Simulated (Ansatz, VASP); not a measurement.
# GaSb in two plane-wave programs, part 2 of 2

Wanted: the spread between two codes on one cell, functional and k mesh. The cell is taken from a series of runs on this material, whose earlier steps may have relaxed, scaled, displaced or heated it; both programs get it as it stands.

VASP 6.6.1 and Ansatz 0.2.0.

So far: Starting point; Ansatz: zone-centre phonons, LDA.

## 3. VASP: zone-centre phonons, LDA

Level of this step: LDA; plane waves and PAW (Ga_d, Sb) (VASP).

The same cell, functional (in two slightly different forms), mesh and smearing now go to VASP, with its own data sets.

Lines of VASP's logs that name or quote its potential files are left out, and so is its time.

Input file INCAR:

```
SYSTEM = GaSb
PREC = Accurate
ENCUT = 500
EDIFF = 1E-08
NELM = 120
ISMEAR = 1
SIGMA = 0.2
LREAL = .FALSE.
ALGO = Normal
GGA = CA
NBANDS = 15
LORBIT = 11
LWAVE = .FALSE.
LCHARG = .FALSE.
ISIF = 2
IBRION = 8
LASPH = .TRUE.
GGA_COMPAT = .FALSE.
KPAR = 2
```

Input file POSCAR:

```
GaSb
1.0
   -0.0156728321      3.0097953071      3.0377706185
    3.0097953071     -0.0156728321      3.0377706185
    2.9941224750      2.9941224750      0.0000000000
Ga Sb
1 1
Direct
    0.0007922796      0.0007922796      0.9992077204
    0.7492077204      0.7492077204      0.7507922796
```

Input file KPOINTS:

```
Automatic mesh
0
Gamma
12 12 12
0 0 0
```

Potentials, in the order of the species: Ga_d and Sb (LDA family, release 64).

Run with:

```console
mpirun -np 2 vasp_std
```

Numbers of over 12 decimals in the logs are rounded to 6 here.

Output:

```text
[banner, memory and clock lines left out]
running    2 mpi-ranks, on    1 nodes
 distrk:  each k-point on    1 cores,    2 groups
 distr:  one band on    1 cores,    1 groups

 POSCAR found type information on POSCAR GaSb
 POSCAR found :  2 types and       2 ions
 LDA part: xc-table for (Slater(with rela. corr.)+CA(PZ))
 , standard interpolation
 POSCAR, INCAR and KPOINTS ok, starting setup
 FFT: planning ... GRIDC
 FFT: planning ... GRID_SOFT
 FFT: planning ... GRID
 WAVECAR not read
 entering main loop
       N       E                     dE             d eps       ncg     rms          rms(c)
DAV:   1     0.813887813180E+02    0.81389E+02   -0.85230E+03  8528   0.145E+03
DAV:   2    -0.244568614525E+01   -0.83834E+02   -0.80850E+02  9828   0.303E+02
DAV:   3    -0.868781529122E+01   -0.62421E+01   -0.62198E+01  9947   0.682E+01
DAV:   4    -0.879927873490E+01   -0.11146E+00   -0.11144E+00 10459   0.102E+01
DAV:   5    -0.880194400459E+01   -0.26653E-02   -0.26652E-02 10779   0.138E+00    0.345E+00
DAV:   6    -0.870928004932E+01    0.92664E-01   -0.76558E-02 12481   0.452E+00    0.201E+00
DAV:   7    -0.867181582307E+01    0.37464E-01   -0.54398E-02  9611   0.188E+00    0.295E-01
DAV:   8    -0.867158697696E+01    0.22885E-03   -0.48909E-03 10692   0.865E-01    0.102E-01
DAV:   9    -0.867166267043E+01   -0.75693E-04   -0.34880E-04  9943   0.165E-01    0.404E-02
DAV:  10    -0.867165524091E+01    0.74295E-05   -0.17808E-05 10987   0.367E-02    0.140E-02
DAV:  11    -0.867165737870E+01   -0.21378E-05   -0.43993E-06  9856   0.195E-02    0.524E-03
DAV:  12    -0.867165734586E+01    0.32843E-07   -0.22694E-07 10584   0.350E-03    0.121E-03
DAV:  13    -0.867165735547E+01   -0.96134E-08   -0.21542E-08 10353   0.138E-03
   1 F= -.86716574E+01 E0= -.86718084E+01  d E =0.453091E-03
 Linear response reoptimize wavefunctions to high precision
DAV:   1    -0.867165735555E+01   -0.77307E-10   -0.80254E-10  8583   0.367E-04
 Linear response DOF=           4
 Linear response progress:
  Degree of freedom:   1/  4
       N       E                     dE             d eps       ncg     rms          rms(c)
RMM:   1    -0.168213371033E+00   -0.16821E+00    0.10159E-01 32411   0.857E+00
RMM:   2    -0.166801561837E+00    0.14118E-02   -0.28256E-02 49164   0.137E+00    0.406E-02
RMM:   3    -0.166888486745E+00   -0.86925E-04   -0.38327E-03 50593   0.449E-01    0.267E-02
RMM:   4    -0.166881046625E+00    0.74401E-05   -0.23220E-03 55763   0.218E-01    0.147E-02
RMM:   5    -0.166846291915E+00    0.34755E-04   -0.87569E-05 54040   0.540E-02    0.465E-03
RMM:   6    -0.166847496761E+00   -0.12048E-05   -0.14847E-05 54429   0.223E-02    0.684E-04
RMM:   7    -0.166838408214E+00    0.90885E-05   -0.47250E-06 52950   0.991E-03    0.661E-04
RMM:   8    -0.166841411511E+00   -0.30033E-05   -0.68612E-07 53828   0.452E-03    0.176E-04
RMM:   9    -0.166842518616E+00   -0.11071E-05   -0.62769E-07 53693   0.211E-03    0.874E-05
RMM:  10    -0.166843082600E+00   -0.56398E-06    0.29675E-08 54832   0.104E-03    0.244E-05
RMM:  11    -0.166843161309E+00   -0.78708E-07   -0.11952E-07 54533   0.519E-04    0.144E-05
RMM:  12    -0.166843273432E+00   -0.11212E-06    0.26633E-08 54258   0.273E-04    0.372E-06
RMM:  13    -0.166843307453E+00   -0.34020E-07   -0.48417E-08 54308   0.153E-04    0.239E-06
RMM:  14    -0.166843325219E+00   -0.17766E-07    0.26746E-08 54655   0.938E-05    0.405E-07
RMM:  15    -0.166843338479E+00   -0.13260E-07   -0.19118E-08 54337   0.638E-05    0.517E-07
RMM:  16    -0.166843335827E+00    0.26514E-08   -0.19614E-08 47262   0.488E-05    0.381E-07
 first order change of Fermi-energy  -0.15487E-05
 force on displaced ion       1 direction 1 :  -8.482  -0.044  -0.000
 Linear response progress:
  Degree of freedom:   2/  4
       N       E                     dE             d eps       ncg     rms          rms(c)
RMM:   1    -0.168336547575E+00   -0.16834E+00    0.95401E-02 10435   0.852E+00
RMM:   2    -0.166815975783E+00    0.15206E-02   -0.27543E-02 15690   0.135E+00    0.407E-02
RMM:   3    -0.166920672402E+00   -0.10470E-03   -0.35780E-03 16202   0.437E-01    0.270E-02
RMM:   4    -0.166888873358E+00    0.31799E-04   -0.19365E-03 17656   0.210E-01    0.141E-02
RMM:   5    -0.166880587423E+00    0.82859E-05   -0.67986E-05 17236   0.523E-02    0.467E-03
RMM:   6    -0.166884587121E+00   -0.39997E-05   -0.12184E-05 17277   0.214E-02    0.575E-04
RMM:   7    -0.166876612995E+00    0.79741E-05   -0.65733E-06 16949   0.958E-03    0.655E-04
RMM:   8    -0.166878404219E+00   -0.17912E-05   -0.36730E-07 17073   0.435E-03    0.244E-04
RMM:   9    -0.166880051466E+00   -0.16472E-05   -0.22298E-07 17014   0.206E-03    0.621E-05
RMM:  10    -0.166880455302E+00   -0.40384E-06   -0.15005E-08 17282   0.103E-03    0.400E-05
RMM:  11    -0.166880618577E+00   -0.16327E-06   -0.38343E-08 17469   0.505E-04    0.882E-06
RMM:  12    -0.166880655269E+00   -0.36693E-07    0.69215E-09 17417   0.266E-04    0.956E-06
RMM:  13    -0.166880731746E+00   -0.76477E-07    0.13598E-08 17312   0.150E-04    0.857E-07
RMM:  14    -0.166880711758E+00    0.19988E-07   -0.57003E-09 17352   0.902E-05    0.377E-06
RMM:  15    -0.166880726549E+00   -0.14791E-07   -0.45130E-09 17421   0.613E-05    0.197E-06
RMM:  16    -0.166880738185E+00   -0.11636E-07   -0.46561E-10 17924   0.467E-05    0.640E-07
RMM:  17    -0.166880735393E+00    0.27911E-08   -0.19643E-09 14757   0.393E-05    0.123E-06
 first order change of Fermi-energy   0.15291E+01
 force on displaced ion       1 direction 3 :   0.000   0.000  -8.484
 Linear response progress:
  Degree of freedom:   3/  4
       N       E                     dE             d eps       ncg     rms          rms(c)
RMM:   1    -0.294061068613E-01   -0.29406E-01    0.17428E-04 52560   0.142E+00
RMM:   2    -0.265435542970E-01    0.28626E-02   -0.37957E-03 47737   0.404E-01    0.685E-02
RMM:   3    -0.264736046361E-01    0.69950E-04   -0.23082E-04 52927   0.109E-01    0.364E-02
RMM:   4    -0.264929692615E-01   -0.19365E-04   -0.44695E-05 53122   0.460E-02    0.466E-03
RMM:   5    -0.264986062156E-01   -0.56370E-05   -0.62406E-06 55115   0.161E-02    0.294E-03
RMM:   6    -0.264913080532E-01    0.72982E-05   -0.89439E-07 53218   0.515E-03    0.746E-04
RMM:   7    -0.264904638054E-01    0.84425E-06   -0.74706E-08 54496   0.154E-03    0.305E-04
RMM:   8    -0.264900507640E-01    0.41304E-06   -0.12177E-08 52412   0.548E-04    0.834E-05
RMM:   9    -0.264900183170E-01    0.32447E-07    0.17812E-09 54711   0.205E-04    0.222E-05
RMM:  10    -0.264900270346E-01   -0.87176E-08    0.30147E-09 51905   0.847E-05    0.597E-06
 first order change of Fermi-energy   0.11903E-03
 force on displaced ion       2 direction 1 :  -8.500  -0.027  -0.000
 Linear response progress:
  Degree of freedom:   4/  4
       N       E                     dE             d eps       ncg     rms          rms(c)
RMM:   1    -0.294593436587E-01   -0.29459E-01    0.31332E-05 16555   0.143E+00
RMM:   2    -0.265351585763E-01    0.29242E-02   -0.38221E-03 15411   0.403E-01    0.689E-02
RMM:   3    -0.264692290956E-01    0.65929E-04   -0.23111E-04 16922   0.108E-01    0.367E-02
RMM:   4    -0.264919466552E-01   -0.22718E-04   -0.45466E-05 17040   0.456E-02    0.461E-03
RMM:   5    -0.264974368255E-01   -0.54902E-05   -0.64525E-06 17710   0.157E-02    0.295E-03
RMM:   6    -0.264897156055E-01    0.77212E-05   -0.70117E-07 17087   0.492E-03    0.671E-04
RMM:   7    -0.264889221057E-01    0.79350E-06   -0.56897E-08 17486   0.149E-03    0.280E-04
RMM:   8    -0.264886434559E-01    0.27865E-06   -0.11606E-08 16767   0.542E-04    0.936E-05
RMM:   9    -0.264886170292E-01    0.26427E-07   -0.41710E-09 17247   0.204E-04    0.283E-05
RMM:  10    -0.264886198790E-01   -0.28498E-08   -0.14255E-10 16747   0.833E-05    0.104E-05
 first order change of Fermi-energy  -0.15284E+01
 force on displaced ion       2 direction 3 :   0.000   0.000  -8.507
 Linear response finished
```

Parts of OUTCAR (step 3):

```text
ion  position               nearest neighbor table
   1  0.001  0.001  0.999-   2 2.61   2 2.61   2 2.62   2 2.62
   2  0.749  0.749  0.751-   1 2.61   1 2.61   1 2.62   1 2.62

  LATTYP: Found a body centered orthorhombic cell.
 ALAT       =     4.2343286116
 B/A-ratio  =     1.0104690655
 C/A-ratio  =     1.4348298855

 Subroutine GETGRP returns: Found  4 space group operations
 (whereof  4 operations were pure point group operations)

The static configuration has the point symmetry C_2v.

 Found    280 irreducible k-points:

   k-points           NKPTS =    280   k-points in BZ     NKDIM =    280   number of bands    NBANDS=     15

   dimension x,y,z NGX =    32 NGY =   32 NGZ =   32
   dimension x,y,z NGXF=    64 NGYF=   64 NGZF=   64

   ENCUT  =  500.0 eV  36.75 Ry    6.06 a.u.   7.80  7.80  7.72*2*pi/ulx,y,z

   NELECT =      18.0000    total number of electrons

 k-points in reciprocal lattice and weights: Automatic mesh
   0.00000000  0.00000000  0.00000000       0.001
   0.08333333 -0.00000000  0.00000000       0.002
   0.16666667 -0.00000000  0.00000000       0.002
   0.25000000  0.00000000  0.00000000       0.002
   0.33333333 -0.00000000  0.00000000       0.002
   0.41666667 -0.00000000  0.00000000       0.002
   0.50000000  0.00000000  0.00000000       0.001
   0.08333333  0.08333333  0.00000000       0.001
   0.16666667  0.08333333  0.00000000       0.002
[...]
0.25000000  0.25000000  0.50000000       0.001
  -0.25000000  0.25000000  0.50000000       0.001

 average (electrostatic) potential at core
       1 -66.5340       2 -88.2881

  Total        0.2226166      0.2226166      0.0712503      0.1529927      0.0000000      0.0000000
  in kB        6.4806851      6.4806851      2.0741984      4.4538354      0.0000000      0.0000000
  external PRESSURE =       5.0118562 kB  Pullay stress =       0.0000000 kB

  energy-cutoff  :      500.00
  volume of cell :       55.04
      direct lattice vectors                 reciprocal lattice vectors
    -0.015672832  3.009795307  3.037770619    -0.165263681  0.165263681  0.164594389
     3.009795307 -0.015672832  3.037770619     0.165263681 -0.165263681  0.164594389
     2.994122475  2.994122475  0.000000000     0.166993837  0.166993837 -0.164594389

 POSITION                                       TOTAL-FORCE (eV/Angst)
 -----------------------------------------------------------------------------------
      2.99412      2.99412      0.00481         0.000000      0.000000      0.000515
      4.49118      4.49118      4.55184         0.000000      0.000000     -0.000515
 -----------------------------------------------------------------------------------
    total drift:                               -0.000000     -0.000000      0.000393

 Eigenvectors and eigenvalues of the dynamical matrix
 ----------------------------------------------------

   1 f  =    6.855829 THz    43.076444 2PiTHz  228.685839 cm-1    28.353418 meV
             X         Y         Z           dx          dy          dz
      2.994122  2.994122  0.004814     0.563845    0.563845   -0.000000
      4.491184  4.491184  4.551842    -0.426707   -0.426707    0.000000

   2 f  =    6.842180 THz    42.990686 2PiTHz  228.230564 cm-1    28.296971 meV
             X         Y         Z           dx          dy          dz
      2.994122  2.994122  0.004814    -0.000000   -0.000000   -0.797003
      4.491184  4.491184  4.551842     0.000000    0.000000    0.603976

   3 f  =    6.825521 THz    42.886016 2PiTHz  227.674887 cm-1    28.228076 meV
             X         Y         Z           dx          dy          dz
      2.994122  2.994122  0.004814    -0.563437    0.563437    0.000000
      4.491184  4.491184  4.551842     0.427246   -0.427246    0.000000

   4 f/i=    0.000122 THz     0.000767 2PiTHz    0.004072 cm-1     0.000505 meV
             X         Y         Z           dx          dy          dz
      2.994122  2.994122  0.004814     0.426707    0.426707    0.000000
      4.491184  4.491184  4.551842     0.563845    0.563845    0.000000

   5 f/i=    0.004598 THz     0.028888 2PiTHz    0.153364 cm-1     0.019015 meV
             X         Y         Z           dx          dy          dz
      2.994122  2.994122  0.004814    -0.000000   -0.000000   -0.603976
      4.491184  4.491184  4.551842     0.000000    0.000000   -0.797003

   6 f/i=    0.006651 THz     0.041788 2PiTHz    0.221843 cm-1     0.027505 meV
             X         Y         Z           dx          dy          dz
      2.994122  2.994122  0.004814    -0.427246    0.427246    0.000000
      4.491184  4.491184  4.551842    -0.563437    0.563437    0.000000

 ELASTIC MODULI CONTR FROM IONIC RELAXATION (kBar)
 Direction    XX          YY          ZZ          XY          YZ          ZX
 --------------------------------------------------------------------------------
 XX          -0.0614     -0.0614     -0.1129     -3.4326      0.0000     -0.0000
 YY          -0.0614     -0.0614     -0.1129     -3.4326     -0.0000     -0.0000
 ZZ          -0.1129     -0.1129     -0.2077     -6.3139     -0.0000     -0.0000
 XY          -3.4326     -3.4326     -6.3139   -191.9120     -0.0000     -0.0000
 YZ           0.0000     -0.0000     -0.0000     -0.0000   -196.3443    -10.9362
 ZX          -0.0000     -0.0000     -0.0000     -0.0000    -10.9362   -183.4721
 --------------------------------------------------------------------------------
```

The gap is under twice the smearing width, so the edge states are partly filled and the run can't tell a small gap from a semimetal. Methfessel-Paxton smearing is not meant for a cell with a gap.

## 4. Comparison

Known differences besides the potentials themselves: the two LDA forms differ slightly; the data sets hold 28 valence electrons in Ansatz (on its PAW soft_1 files) and 18 in VASP; the cutoff is 420 eV in Ansatz and 500 eV in VASP; VASP's log shows a relativistic correction to its local exchange, Ansatz's none. Total energies have different zeros and are not compared.

Both answers:

```
             quantity  Ansatz   VASP  difference
optical mode 1 (cm⁻¹)   225.3  227.7     -1.02 %
optical mode 2 (cm⁻¹)   226.2  228.2     -0.89 %
optical mode 3 (cm⁻¹)   226.5  228.7     -0.95 %
```

Modes are paired by rising frequency, not by their patterns, so a pair may set unlike modes beside each other; they are those without the splitting of longitudinal modes.

## 5. Outcome

```yaml
r_m_s_difference_of_the_optical_zone_centre_modes_each_program_s_sorted_by_frequency_zone_centre_phonons_lda: 2.2 cm⁻¹
difference_in_optical_mode_1_zone_centre_phonons_lda: -1.0 %
```

The r.m.s. difference of the optical zone-centre modes, each program's sorted by frequency is 2.2 cm⁻¹ (zone-centre phonons, LDA). The data sets hold unlike numbers of valence electrons (28 in Ansatz and 18 in VASP), so part of the differences comes from the potentials. Among the rows given in per cent, the largest difference of the zone-centre phonons, LDA pair is in optical mode 1, -1.0 %. Such differences can come from data sets, numerical settings and the points named under the comparisons, not from the functional's error against experiment.

[Lines on the potential files, build, host, timing and source positions are cut from VASP's logs without a mark.]

[Logs are printed without paths, hosts, clocks, repeated set-up lines and the standing remarks that a program may print on its own settings, such as how far it seeks lower states.]

[Hosts, paths, dates, database ids (printed as entryN), source tags and the programs' standing remarks are cut or masked in the printed files.]
